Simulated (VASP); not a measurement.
Consider the following.

```yaml
crystal:
  lattice:
    - [-1.58236, 1.58236, 2.98249]
    - [1.58236, -1.58236, 2.98249]
    - [1.58236, 1.58236, -2.98249]
  atoms:
    - { symbol: Ti, position: [0.00000, 0.00000, 0.00000] }
    - { symbol: B, position: [0.36782, 0.36782, 0.00000] }
    - { symbol: B, position: [0.63218, 0.63218, 0.00000] }
```

Calculation: PBEsol GGA, VASP's PBE PAW potentials (set 64) (plane waves; VASP 6.6.1). Numerical set-up: 520 eV cut-off, Gaussian smearing of 0.050 eV, potentials Ti_sv B.

Problem. Predict the band gap (along the path) with the smallest direct gap where there is one.

Solution. 
| Quantity | Value |
|---|---|
| band gap (along the path) | none (metal, semimetal or under 0.01 eV) |

Total energies compare only between runs with the same potentials, cut-off and functional.

The structure was generated: TiB2 was put into the MoSi2 type (I4/mmm), which need not be its known phase. It was relaxed first, which changed the volume by +7 %.
